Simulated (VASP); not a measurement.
Here is a VASP 6.6.1 calculation.

File INCAR:

```
ALGO = Normal
EDIFF = 1E-6
ENCUT = 520
ISIF = 2
ISMEAR = 0
LASPH = True
LCHARG = False
LREAL = False
LWAVE = False
NBANDS = 25
NELM = 100
PREC = Accurate
SIGMA = 0.05
```

File KPOINTS:

```
k-points
0
Gamma
  4 4 4
```

File POSCAR:

```
Na3TeBr
1.0
    5.9525435558      0.0000000000      0.0000000000
    0.0000000000      5.9525435558      0.0000000000
    0.0000000000      0.0000000000      5.9525435558
Br Te Na
1 1 3
Direct
    0.0000000000      0.0000000000      0.0000000000
    0.5000000000      0.5000000000      0.5000000000
    0.5000000000      0.5000000000      0.0000000000
    0.5000000000      0.0000000000      0.5000000000
    0.0000000000      0.5000000000      0.5000000000
```

Potentials or basis: VASP PAW LDA potentials, release 64 (Br, Te, Na_pv).

The run is started by

```bash
$ cat potpaw_LDA.64/Br/POTCAR potpaw_LDA.64/Te/POTCAR potpaw_LDA.64/Na_pv/POTCAR > POTCAR
$ mpirun -np 1 vasp_std > vasp.out
```

Q: What does it give for the pressure?

A: -1.8 GPa.

Q: Estimate the band gap on the k mesh.

A: 2.12 eV, direct.

Caveat: spin-orbit coupling is left out, which moves the levels of the heavy elements. LDA gaps usually lie below the measured ones, often by a third to a half.
